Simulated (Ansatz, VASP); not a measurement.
# MoS2: VASP beside Ansatz, part 2 of 3

One calculation is typed for both programs; each brings its own data sets. How far apart do they land? The cell is taken from a series of runs on this material, whose earlier steps may have relaxed, scaled, displaced or heated it; both programs get it as it stands.

VASP 6.6.1 and Ansatz 0.2.0.

So far: Starting point; Ansatz: zone-centre phonons, LDA.

**3. VASP: zone-centre phonons, LDA**

Level of this step: LDA, no spin polarisation; plane waves and PAW (Mo_sv, S) (VASP).

The same cell, functional (in two slightly different forms) and mesh now go to VASP, with its own data sets.

Lines of VASP's logs that name or quote its potential files are left out, and so is its time.

File INCAR:

```
SYSTEM = MoS2
PREC = Accurate
ENCUT = 500
EDIFF = 1E-08
NELM = 120
ISMEAR = 0
SIGMA = 0.01
LREAL = .FALSE.
ALGO = Normal
GGA = PW92
NBANDS = 32
LASPH = .TRUE.
LORBIT = 11
LWAVE = .FALSE.
LCHARG = .FALSE.
ISIF = 2
IBRION = 8
LEPSILON = .TRUE.
GGA_COMPAT = .FALSE.
EFERMI = MIDGAP
KPAR = 2
```

File POSCAR:

```
MoS2
1.0
    3.1222910216      0.0000000000      0.0000000000
   -1.5611455108      2.7039833427      0.0000000000
    0.0000000000      0.0000000000     12.0773137427
Mo S
2 4
Direct
    0.3333333334      0.6666666668      0.2500000000
    0.6666666668      0.3333333334      0.7500000000
    0.3333333334      0.6666666668      0.6213145158
    0.6666666668      0.3333333334      0.1213145158
    0.3333333334      0.6666666668      0.8786854842
    0.6666666668      0.3333333334      0.3786854842
```

File KPOINTS:

```
Automatic mesh
0
Gamma
12 12 3
0 0 0
```

PAW data sets: Mo_sv and S (LDA family, release 64).

On the command line:

```
$ mpirun -np 2 vasp_std
```

Output:

```text
[banner, memory and clock lines left out]
running    2 mpi-ranks, on    1 nodes
 distrk:  each k-point on    1 cores,    2 groups
 distr:  one band on    1 cores,    1 groups

 POSCAR found type information on POSCAR MoS
 POSCAR found :  2 types and       6 ions
|                                                                             |
|               ----> ADVICE to this user running VASP <----                  |
|                                                                             |
|     You enforced a specific xc type in the INCAR file but a different       |
|     [... a line on the potential file left out ...]
|     I HOPE YOU KNOW WHAT YOU ARE DOING!                                     |
|                                                                             |

 LDA part: xc-table for (Slater(with rela. corr.)+PW92), standard interpolation
 POSCAR, INCAR and KPOINTS ok, starting setup
 FFT: planning ... GRIDC
 FFT: planning ... GRID_SOFT
 FFT: planning ... GRID
 WAVECAR not read
 entering main loop
       N       E                     dE             d eps       ncg     rms          rms(c)
DAV:   1     0.461697502813E+03    0.46170E+03   -0.29022E+04  2720   0.151E+03
DAV:   2    -0.237318809171E+02   -0.48543E+03   -0.47128E+03  2848   0.405E+02
DAV:   3    -0.512523510718E+02   -0.27520E+02   -0.27295E+02  3144   0.836E+01
DAV:   4    -0.517808477768E+02   -0.52850E+00   -0.52714E+00  2912   0.116E+01
DAV:   5    -0.517921726149E+02   -0.11325E-01   -0.11318E-01  3040   0.169E+00    0.374E+01
DAV:   6    -0.496395199294E+02    0.21527E+01   -0.17168E+01  2760   0.248E+01    0.125E+01
DAV:   7    -0.492670862631E+02    0.37243E+00   -0.73328E+00  2792   0.156E+01    0.903E+00
DAV:   8    -0.489508716477E+02    0.31621E+00   -0.12560E+00  2952   0.686E+00    0.269E+00
DAV:   9    -0.489580800803E+02   -0.72084E-02   -0.10707E-01  3208   0.156E+00    0.114E+00
DAV:  10    -0.489505382287E+02    0.75419E-02   -0.44236E-02  2944   0.130E+00    0.232E-01
DAV:  11    -0.489504748283E+02    0.63400E-04   -0.20734E-03  3056   0.264E-01    0.121E-01
DAV:  12    -0.489504493060E+02    0.25522E-04   -0.14783E-04  2888   0.602E-02    0.802E-02
DAV:  13    -0.489504301264E+02    0.19180E-04   -0.17908E-04  3152   0.729E-02    0.194E-02
DAV:  14    -0.489504287427E+02    0.13837E-05   -0.18919E-05  2984   0.276E-02    0.107E-02
DAV:  15    -0.489504287098E+02    0.32864E-07   -0.78044E-07  3024   0.501E-03    0.387E-03
DAV:  16    -0.489504285667E+02    0.14320E-06   -0.73558E-07  3096   0.541E-03    0.686E-04
DAV:  17    -0.489504285691E+02   -0.24520E-08   -0.33833E-08  2616   0.116E-03
   1 F= -.48950429E+02 E0= -.48950429E+02  d E =0.000000E+00
 Linear response reoptimize wavefunctions to high precision
DAV:   1    -0.489504285690E+02    0.12824E-09   -0.10878E-09  1976   0.190E-04
DAV:   2    -0.489504285690E+02    0.15461E-10   -0.10142E-10  1784   0.641E-05
 Linear response G [H, r] |phi>, progress :
  Direction:   1
       N       E                     dE             d eps       ncg     rms
RMM:   1    -0.268031253694E+03   -0.26803E+03   -0.25494E+02  4342   0.294E+02
RMM:   2    -0.246341508935E+03    0.21690E+02   -0.14121E+02  3863   0.512E+01
RMM:   3    -0.248234840535E+03   -0.18933E+01   -0.91721E+00  4367   0.131E+01
RMM:   4    -0.248330247308E+03   -0.95407E-01   -0.77794E-01  4581   0.316E+00
RMM:   5    -0.248337605867E+03   -0.73586E-02   -0.86125E-02  4837   0.998E-01
RMM:   6    -0.248338481626E+03   -0.87576E-03   -0.11716E-02  4888   0.346E-01
RMM:   7    -0.248338506223E+03   -0.24597E-04   -0.11914E-03  5138   0.792E-02
RMM:   8    -0.248338492174E+03    0.14049E-04    0.39109E-04  4955   0.256E-02
RMM:   9    -0.248338490323E+03    0.18511E-05   -0.38076E-05  5155   0.115E-02
RMM:  10    -0.248338485916E+03    0.44069E-05    0.40130E-05  5094   0.703E-03
RMM:  11    -0.248338509008E+03   -0.23092E-04   -0.38689E-04  5166   0.565E-03
RMM:  12    -0.248338502647E+03    0.63609E-05   -0.29358E-04  5004   0.518E-03
RMM:  13    -0.248338511241E+03   -0.85942E-05   -0.29377E-04  4790   0.502E-03
RMM:  14    -0.248338512448E+03   -0.12066E-05   -0.39406E-04  4432   0.496E-03
RMM:  15    -0.248338518038E+03   -0.55899E-05   -0.34275E-04  4333   0.495E-03
 Linear response G [H, r] |phi>, progress :
  Direction:   2
       N       E                     dE             d eps       ncg     rms
RMM:   1    -0.274328818952E+03   -0.27433E+03   -0.35949E+02  4398   0.296E+02
RMM:   2    -0.256648057429E+03    0.17681E+02   -0.13852E+02  3943   0.506E+01
RMM:   3    -0.258507902907E+03   -0.18598E+01   -0.94131E+00  4347   0.131E+01
RMM:   4    -0.258627445876E+03   -0.11954E+00   -0.94687E-01  4581   0.326E+00
RMM:   5    -0.258630203536E+03   -0.27577E-02   -0.93360E-02  4892   0.102E+00
RMM:   6    -0.258631466696E+03   -0.12632E-02   -0.12377E-02  4914   0.349E-01
[...]
RMM:   4    -0.860219170514E+00    0.91511E-03   -0.10045E-03  6045   0.154E-01    0.697E-02
RMM:   5    -0.859923475291E+00    0.29570E-03   -0.17933E-04  6729   0.444E-02    0.275E-02
RMM:   6    -0.859895842564E+00    0.27633E-04   -0.13502E-05  6271   0.154E-02    0.336E-03
RMM:   7    -0.859934984138E+00   -0.39142E-04   -0.32231E-06  6251   0.632E-03    0.184E-03
RMM:   8    -0.859951855627E+00   -0.16871E-04   -0.52549E-06  6424   0.314E-03    0.926E-04
RMM:   9    -0.859951645591E+00    0.21004E-06   -0.33187E-06  6535   0.132E-03    0.291E-04
RMM:  10    -0.859950760576E+00    0.88502E-06   -0.18658E-06  6862   0.627E-04    0.146E-04
RMM:  11    -0.859950927316E+00   -0.16674E-06   -0.10317E-06  6996   0.381E-04    0.665E-05
RMM:  12    -0.859951035601E+00   -0.10829E-06   -0.61381E-07  7186   0.286E-04    0.143E-05
RMM:  13    -0.859950955832E+00    0.79769E-07   -0.34549E-07  7539   0.213E-04    0.993E-06
RMM:  14    -0.859950995769E+00   -0.39937E-07   -0.15643E-07  6832   0.178E-04    0.686E-06
RMM:  15    -0.859951047500E+00   -0.51731E-07    0.34461E-09  7202   0.163E-04    0.170E-06
RMM:  16    -0.859951041287E+00    0.62132E-08    0.62897E-08  7114   0.151E-04    0.169E-06
 first order change of Fermi-energy  -0.90399E-05
 force on displaced ion       1 direction 3 :   0.000   0.000 -31.637
 Born effective charge ion    1 direction 3 :   0.000   0.000  -0.801
 Linear response progress:
  Degree of freedom:   3/  4
       N       E                     dE             d eps       ncg     rms          rms(c)
RMM:   1    -0.105356191961E+00   -0.10536E+00   -0.12894E-01 33103   0.151E+00
RMM:   2    -0.904371869906E-01    0.14919E-01   -0.12679E-02 21980   0.479E-01    0.129E-01
RMM:   3    -0.908324820151E-01   -0.39530E-03   -0.66103E-04 24114   0.104E-01    0.710E-02
RMM:   4    -0.911697455976E-01   -0.33726E-03   -0.12960E-04 24296   0.485E-02    0.131E-02
RMM:   5    -0.911661723221E-01    0.35733E-05   -0.12020E-05 25173   0.114E-02    0.593E-03
RMM:   6    -0.911334991979E-01    0.32673E-04   -0.19283E-06 24507   0.506E-03    0.132E-03
RMM:   7    -0.911441717435E-01   -0.10673E-04   -0.57949E-07 24177   0.156E-03    0.625E-04
RMM:   8    -0.911467276912E-01   -0.25559E-05    0.11386E-06 26875   0.567E-04    0.239E-04
RMM:   9    -0.911468680682E-01   -0.14038E-06    0.72446E-07 27238   0.189E-04    0.110E-04
RMM:  10    -0.911467176915E-01    0.15038E-06    0.58129E-07 25823   0.122E-04    0.350E-05
RMM:  11    -0.911467712539E-01   -0.53562E-07    0.31230E-07 27074   0.103E-04    0.477E-06
RMM:  12    -0.911467811637E-01   -0.99098E-08    0.35683E-07 27770   0.851E-05    0.193E-06
RMM:  13    -0.911467903442E-01   -0.91805E-08    0.33673E-07 25264   0.807E-05    0.836E-07
RMM:  14    -0.911467882172E-01    0.21270E-08    0.36844E-07 20464   0.797E-05    0.468E-07
[...]
RMM:  53    -0.911467874296E-01   -0.28631E-10    0.31480E-07 16625   0.796E-05    0.469E-07
RMM:  54    -0.911467882669E-01   -0.83737E-09    0.31612E-07 16620   0.796E-05    0.372E-07
RMM:  55    -0.911467874810E-01    0.78592E-09    0.31907E-07 16599   0.796E-05    0.476E-07
RMM:  56    -0.911467876650E-01   -0.18399E-09    0.32198E-07 16568   0.796E-05    0.354E-07
RMM:  57    -0.911467874799E-01    0.18514E-09    0.30525E-07 16542   0.796E-05    0.462E-07
RMM:  58    -0.911467874209E-01    0.58978E-10    0.32881E-07 16540   0.796E-05    0.370E-07
RMM:  59    -0.911467874033E-01    0.17552E-10    0.31528E-07 16526   0.796E-05    0.451E-07
RMM:  60    -0.911467873170E-01    0.86328E-10    0.32827E-07 16509   0.796E-05    0.415E-07
 first order change of Fermi-energy   0.62115E-05
 force on displaced ion       3 direction 1 : -10.272  -0.000  -0.000
 Born effective charge ion    3 direction 1 :   0.566  -0.000  -0.000
 Linear response progress:
  Degree of freedom:   4/  4
       N       E                     dE             d eps       ncg     rms          rms(c)
RMM:   1    -0.172542072480E+00   -0.17254E+00   -0.16312E-01  7959   0.166E+00
RMM:   2    -0.148566496225E+00    0.23976E-01   -0.15334E-02  4905   0.536E-01    0.383E-01
RMM:   3    -0.148648833375E+00   -0.82337E-04   -0.13992E-03  5106   0.149E-01    0.260E-01
RMM:   4    -0.148874242125E+00   -0.22541E-03   -0.46533E-04  5002   0.844E-02    0.360E-02
RMM:   5    -0.148876282559E+00   -0.20404E-05   -0.55559E-05  4945   0.510E-02    0.204E-02
RMM:   6    -0.148890272392E+00   -0.13990E-04   -0.78171E-06  5527   0.141E-02    0.660E-03
RMM:   7    -0.148891080450E+00   -0.80806E-06   -0.48504E-06  5827   0.473E-03    0.247E-03
RMM:   8    -0.148893469818E+00   -0.23894E-05    0.67361E-07  5556   0.141E-03    0.778E-04
RMM:   9    -0.148895762889E+00   -0.22931E-05    0.42682E-07  5449   0.726E-04    0.263E-04
RMM:  10    -0.148895948269E+00   -0.18538E-06    0.56138E-07  5715   0.289E-04    0.822E-05
RMM:  11    -0.148895762053E+00    0.18622E-06    0.56143E-07  5806   0.162E-04    0.558E-05
RMM:  12    -0.148895650479E+00    0.11157E-06    0.69849E-07  6340   0.111E-04    0.222E-05
RMM:  13    -0.148895644161E+00    0.63179E-08    0.68207E-07  6165   0.893E-05    0.855E-06
RMM:  14    -0.148895649743E+00   -0.55816E-08    0.63287E-07  6294   0.833E-05    0.315E-06
RMM:  15    -0.148895661731E+00   -0.11989E-07    0.61632E-07  5975   0.815E-05    0.118E-06
RMM:  16    -0.148895663937E+00   -0.22058E-08    0.59895E-07  5315   0.803E-05    0.403E-07
RMM:  17    -0.148895661648E+00    0.22889E-08    0.61343E-07  4657   0.801E-05    0.486E-07
RMM:  18    -0.148895663104E+00   -0.14553E-08    0.56647E-07  4524   0.801E-05    0.267E-07
RMM:  19    -0.148895662594E+00    0.50917E-09    0.59815E-07  4465   0.801E-05    0.434E-07
RMM:  20    -0.148895664119E+00   -0.15244E-08    0.58465E-07  4487   0.801E-05    0.271E-07
RMM:  21    -0.148895664426E+00   -0.30671E-09    0.58308E-07  4467   0.801E-05    0.413E-07
RMM:  22    -0.148895664760E+00   -0.33465E-09    0.58090E-07  4483   0.801E-05    0.330E-07
RMM:  23    -0.148895664501E+00    0.25867E-09    0.62247E-07  4480   0.801E-05    0.440E-07
RMM:  24    -0.148895664574E+00   -0.72174E-10    0.56005E-07  4495   0.801E-05    0.377E-07
 first order change of Fermi-energy   0.71517E+00
 force on displaced ion       3 direction 3 :  -0.000  -0.000 -17.950
 Born effective charge ion    3 direction 3 :   0.000   0.000   0.400
 Born effective charges drift removed
 Linear response finished
```

(Continued in part 3 of 3.)

[Lines on the potential files, build, host, timing and source positions are cut from VASP's logs without a mark.]

[Logs are printed without paths, hosts, clocks, repeated set-up lines and the standing remarks that a program may print on its own settings, such as how far it seeks lower states.]

[Hosts, paths, dates, database ids (printed as entryN), source tags and the programs' standing remarks are cut or masked in the printed files.]
